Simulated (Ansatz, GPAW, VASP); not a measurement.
One structure in several programs: Sn₂Pt (Fm-3m, 3 atoms in the cell)

Self-consistent single point.

```
CELL_PARAMETERS angstrom
      0.00000     3.24309     3.24309
      3.24309     0.00000     3.24309
      3.24309     3.24309     0.00000
ATOMIC_POSITIONS crystal
  Sn 0.75000 0.75000 0.75000
  Sn 0.25000 0.25000 0.25000
  Pt 0.00000 0.00000 0.00000
```

Shared settings, as Ansatz (a first-principles code) writes them: kpoints.mp_grid.grid = 12 12 12; scf.occupations.method = gaussian; scf.occupations.width = 0.02 Ry. Potentials and cutoffs stand in the table.

```csv
code,model,pressure (GPa),cutoff
Ansatz,"PBEsol, PAW files made with PBE",-1.49,30.9 Ry
GPAW,"PBEsol, GPAW PAW datasets PBEsol (made by gpaw-setup)",-1.87,550 eV
VASP,"PBEsol, VASP's PBE PAW potentials (set 64)",-2.00,300 eV
```

On Ansatz's run: spin-orbit coupling is off. Spin polarisation is off.

The spread over the programs that give each value: pressure within 0.51 GPa.

Ansatz's pressure is given at a fixed set of plane waves, as the other plane-wave codes print theirs.

VASP's run is marked for a possible Pulay error in its stress at this cutoff; no cutoff test was made.

The starting cell comes from a database of computed structures (which also holds hypothetical and non-ambient phases and stackings), without a prior relaxation at this level.

Left out of this page: Elk, FLEUR and SIESTA (not drawn, or without a comparable value).

Keys are those of Ansatz 0.2.
